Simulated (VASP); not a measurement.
Input:

```yaml
crystal:
  lattice:
    - [1.77392, -3.07251, 0.00000]
    - [1.77392, 3.07251, 0.00000]
    - [0.00000, 0.00000, 5.44733]
  atoms:
    - { symbol: Ho, position: [0.33333, 0.66667, 0.25000] }
    - { symbol: Ho, position: [0.66667, 0.33333, 0.75000] }
```

Level of theory: PBEsol GGA, VASP's PBE PAW potentials (set 64) (plane waves; VASP). Settings: 400 eV cut-off, Gaussian smearing of 0.050 eV, potentials Ho_3.

The 4f electrons are frozen in the core of the lanthanide potential, so 4f levels, which can set the real gap, and their magnetism are missing.

Question: Give the energies of bands 7 to 12 at the high-symmetry points, in eV from the Fermi level.

Answer: 
```tsv
band	Γ	M	K	A	L	H
7	-5.39	-2.04	-0.97	-3.67	-2.03	-0.63
8	-2.27	-1.50	-0.79	-3.67	-2.03	-0.63
9	1.50	-0.97	-0.79	1.14	0.09	-0.43
10	1.87	0.01	-0.45	1.14	0.09	-0.43
11	1.87	1.48	1.28	1.74	1.74	0.61
12	2.48	1.77	1.28	1.74	1.74	0.61
```

It has no gap at this level: it comes out as a metal or semimetal.

The compound is Ho in the hcp structure. It was relaxed first.
